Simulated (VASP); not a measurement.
```
CELL_PARAMETERS angstrom
0.00000 1.80800 1.80800
1.80800 0.00000 1.80800
1.80800 1.80800 0.00000
ATOMIC_POSITIONS crystal
B 0.00000 0.00000 0.00000
N 0.25000 0.25000 0.25000
```

```
orbitals        : LDA
datasets        : PAW potentials of the _GW family
k mesh          : 6×6×6
bands in all    : 119
response cutoff : 180 eV
wave cutoff     : 420.9 eV
frequencies     : real axis, 200 points
long-wave heads : k·p
q → 0 term      : probe-charge (Ewald) weight
potentials      : B_GW, N_GW
band sums       : cut at the band count
```

Program: VASP. The Kohn-Sham gap (from Γ to X) is 4.35 eV.

Task: What G0W0 gap follows between the same band edges?

Result: 6.04 eV, a change of +1.70 eV. The valence edge moves by -0.85 eV (Z = 0.82) and the conduction edge by +0.85 eV (Z = 0.85).

Band sums or response are cut, so the gap isn't at its basis limit. The gap is read among the points solved; the crystal's band edges can lie elsewhere.
